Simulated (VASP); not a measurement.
Method: vdW-DF2, VASP's PBE PAW potentials (set 64) (plane waves; VASP 6.6.1).

VASP ran on this input.

### KPOINTS
```
Automatic
0
Gamma
8 8 8
```

**INCAR**
```
AGGAC = 0.0
ALGO = Normal
EDIFF = 1E-6
EDIFFG = -0.01
ENCUT = 520
GGA = ML
IBRION = 2
ISIF = 3
ISMEAR = 1
LASPH = T
LCHARG = F
LMAXMIX = 6
LREAL = F
LUSE_VDW = T
LWAVE = F
NELM = 100
NSW = 60
PREC = Accurate
SIGMA = 0.1
SYSTEM = HgTe
ZAB_VDW = -1.8867
```

POSCAR:
```
HgTe
1.0
  0.0000000000   3.4507258018   3.4507258018
  3.4507258018   0.0000000000   3.4507258018
  3.4507258018   3.4507258018   0.0000000000
Hg Te
1 1
Direct
  1.0000000000   1.0000000000   1.0000000000
  0.2500000000   0.2500000000   0.2500000000
```

POTCAR, in this order: Hg Te (PBE.64 set). Program: vasp_std.

Output

### OSZICAR
```
       N       E                     dE             d eps       ncg     rms          rms(c)
DAV:   1     0.111574013268E+03    0.11157E+03   -0.77864E+03   754   0.117E+03
DAV:   2     0.621395604286E+01   -0.10536E+03   -0.99345E+02   834   0.255E+02
DAV:   3     0.117175814530E+01   -0.50422E+01   -0.50186E+01   924   0.581E+01
DAV:   4     0.112099161912E+01   -0.50767E-01   -0.50759E-01  1040   0.544E+00
DAV:   5     0.112078358300E+01   -0.20804E-03   -0.20804E-03   907   0.323E-01    0.461E+00
DAV:   6     0.136499257301E+01    0.24421E+00   -0.63756E-01   839   0.103E+01    0.401E+00
DAV:   7     0.136644524228E+01    0.14527E-02   -0.94026E-02   774   0.228E+00    0.180E+00
DAV:   8     0.136644206130E+01   -0.31810E-05   -0.64037E-03   844   0.999E-01    0.516E-01
DAV:   9     0.136622102069E+01   -0.22104E-03   -0.13132E-03   854   0.374E-01    0.558E-02
DAV:  10     0.136616355868E+01   -0.57462E-04   -0.11080E-04   794   0.111E-01    0.513E-02
DAV:  11     0.136613979985E+01   -0.23759E-04   -0.35465E-05   774   0.668E-02    0.913E-03
DAV:  12     0.136613948780E+01   -0.31205E-06   -0.18846E-06   746   0.132E-02
   1 F= 0.13661395E+01 E0= 0.13660027E+01  d E =0.136614E+01
       N       E                     dE             d eps       ncg     rms          rms(c)
DAV:   1     0.136555407166E+01   -0.58573E-03   -0.11762E-02   814   0.124E+00    0.169E-01
DAV:   2     0.136606191774E+01    0.50785E-03   -0.13804E-03   769   0.488E-01    0.526E-02
DAV:   3     0.136611028440E+01    0.48367E-04   -0.15223E-04   789   0.110E-01    0.496E-02
DAV:   4     0.136611358401E+01    0.32996E-05   -0.12279E-05   799   0.268E-02    0.931E-03
DAV:   5     0.136611331268E+01   -0.27132E-06   -0.20137E-06   563   0.172E-02
   2 F= 0.13661133E+01 E0= 0.13659763E+01  d E =-.261751E-04
```

### OUTCAR
```
------------------------ aborting loop because EDIFF is reached ----------------------------------------
  FORCE on cell =-STRESS in cart. coord.  units (eV):
  Direction    XX          YY          ZZ          XY          YZ          ZX
  --------------------------------------------------------------------------------------
  Total       -0.0002154     -0.0002154     -0.0002154      0.0000000      0.0000000      0.0000000
  in kB       -0.0042077     -0.0042077     -0.0042077      0.0000000      0.0000000      0.0000000
  external PRESSURE =      -0.0042077 kB  Pullay stress =       0.0000000 kB
  volume of cell :       82.03
      direct lattice vectors                 reciprocal lattice vectors
    -0.000000000  3.448597966  3.448597966    -0.144986457  0.144986457  0.144986457
     3.448597966 -0.000000000  3.448597966     0.144986457 -0.144986457  0.144986457
     3.448597966  3.448597966  0.000000000     0.144986457  0.144986457 -0.144986457
 POSITION                                       TOTAL-FORCE (eV/Angst)
 -----------------------------------------------------------------------------------
      0.00000      0.00000      0.00000        -0.000000     -0.000000     -0.000000
      1.72430      1.72430      1.72430         0.000000      0.000000      0.000000
 -----------------------------------------------------------------------------------
    total drift:                                0.000000      0.000000      0.000000
  FREE ENERGIE OF THE ION-ELECTRON SYSTEM (eV)
  ---------------------------------------------------
  free  energy   TOTEN  =         1.3661133127 eV

  energy  without entropy=        1.3657024071  energy(sigma->0) =        1.36597634

 reached required accuracy - stopping structural energy minimisation
```
(Selected blocks of OUTCAR.)

File CONTCAR:
```
HgTe
   1.00000000000000
    -0.0000000000000000    3.4485979661668087    3.4485979661668087
     3.4485979661668087   -0.0000000000000000    3.4485979661668087
     3.4485979661668087    3.4485979661668087    0.0000000000000000
  Hg              Te
     1     1
Direct
     0.0000000000000000    0.0000000000000000    0.0000000000000000
     0.2500000000000000    0.2500000000000000    0.2500000000000000
```

The compound is HgTe in the zinc blende structure. This run relaxes it. Symmetry was kept, so distortions that lower it aren't found. The start is the result of an earlier pass.
